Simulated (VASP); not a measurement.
A convergence study with VASP on BeSe (zinc blende): one setting is varied, all else stays as given below, so the limit is that of these other settings.

```
BeSe
1.0
    0.00000     2.57000     2.57000
    2.57000     0.00000     2.57000
    2.57000     2.57000     0.00000
Be Se
1 1
Direct
  0.00000   0.00000   0.00000
  0.25000   0.25000   0.25000
```

Computed with PBE GGA, VASP's PBE PAW potentials (set 64) (plane waves; VASP 6.6.1). The tightest run used: 550 eV cut-off, 18×18×18 Γ-centred mesh, Gaussian smearing of 0.050 eV, potentials Be Se.

Question: The settings run are 1×1×1 mesh; 2×2×2 mesh; 3×3×3 mesh; 4×4×4 mesh; 5×5×5 mesh; 6×6×6 mesh; 7×7×7 mesh; 8×8×8 mesh; 9×9×9 mesh; 10×10×10 mesh; 11×11×11 mesh; 12×12×12 mesh; 13×13×13 mesh; 14×14×14 mesh; 15×15×15 mesh; 16×16×16 mesh; 17×17×17 mesh; 18×18×18 mesh. From which on does the stress (every component) stay within 0.1 GPa of the tightest run?

Answer: From 6×6×6 mesh on: it is off by 0.04 there and by no more than 0.1 in any finer run, while 5×5×5 mesh is off by 0.14.
```
setting        E (eV/atom)  pressure (GPa)  irreducible k-points  difference judged (GPa)
-------------  -----------  --------------  --------------------  -----------------------
1×1×1 mesh          3.2494           75.59                     1                    73.67
2×2×2 mesh         -3.5965           11.62                     3                     9.70
3×3×3 mesh         -4.2822            3.89                     4                     1.97
4×4×4 mesh         -4.3950            2.43                     8                     0.51
5×5×5 mesh         -4.4193            2.07                    10                     0.14
6×6×6 mesh         -4.4252            1.96                    16                     0.04
7×7×7 mesh         -4.4267            1.93                    20                     0.01
8×8×8 mesh         -4.4272            1.93                    29                     0.00
9×9×9 mesh         -4.4273            1.92                    35                     0.00
10×10×10 mesh      -4.4273            1.92                    47                     0.00
11×11×11 mesh      -4.4273            1.92                    56                     0.00
12×12×12 mesh      -4.4273            1.92                    72                     0.00
13×13×13 mesh      -4.4273            1.92                    84                     0.00
14×14×14 mesh      -4.4273            1.92                   104                     0.00
15×15×15 mesh      -4.4273            1.92                   120                     0.00
16×16×16 mesh      -4.4273            1.92                   145                     0.00
17×17×17 mesh      -4.4273            1.92                   165                     0.00
18×18×18 mesh      -4.4273            1.92                   195                     0.00
```

Left out are rungs that failed or repeat a setting and relaxations that didn't move; long series are thinned to 24 rows.

The compound is BeSe in the zinc blende structure. The cell was not relaxed at this level.
